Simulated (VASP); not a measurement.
```xyz
4
Lattice="2.1886 -3.7907 0.0000 2.1886 3.7907 0.0000 0.0000 0.0000 7.1376" Properties=species:S:1:pos:R:3 pbc="T T T"
Cd     2.1886    -1.2636     3.5693
Cd     2.1886     1.2636     0.0005
Se     2.1886    -1.2636     6.2520
Se     2.1886     1.2636     2.6832
```

All values below come from PBE GGA with D4 dispersion, VASP's PBE PAW potentials (set 64) (plane waves; VASP). Settings: 520 eV cut-off, 6×6×3 Γ-centred mesh, Gaussian smearing of 0.050 eV, potentials Cd Se.

**Question.** Give the stress tensor in GPa (positive for a compressed cell).

**Answer.** 
```
-1.39   0.00   0.00
 0.00  -1.39   0.00
 0.00   0.00  -1.32
```
The pressure is its mean diagonal, -1.36 GPa.

The compound is CdSe in the wurtzite structure. This cell is one point of a volume scan, at 1.03 of the reference volume.
